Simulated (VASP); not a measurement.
The system is AlCo2.

```
Co Al
1.0
     0.00000    3.26416    3.26416
     3.26416    0.00000    3.26416
     3.26416    3.26416    0.00000
Co Al
4 2
Direct
  0.62500 0.62500 0.62500
  0.12500 0.62500 0.62500
  0.62500 0.62500 0.12500
  0.62500 0.12500 0.62500
  0.00000 0.00000 0.00000
  0.25000 0.25000 0.25000
```

The cell was built by a generator and needn't be a form met in nature.

Base run:

```yaml
Program: VASP 6.6.1
Functional: PBE
Potentials_or_basis: VASP PAW PBE potentials, release 64 (Co, Al)
Cutoff: 520 eV
k_mesh: 5 × 5 × 5
Occupations: fermi-dirac, width 0.05 eV
Spin: no spin polarisation
```

Its results: band gap on the k mesh none (metal or under the smearing width); pressure 3.3 GPa.

Task: The run is repeated on the same cell with these changes: occupations from fermi-dirac, width 0.05 eV to fermi-dirac, width 0.1 eV. What comes out?

Result: Band gap on the k mesh none (metal or under the smearing width); pressure 3.7 GPa.

Not every run made on this cell is shown here.
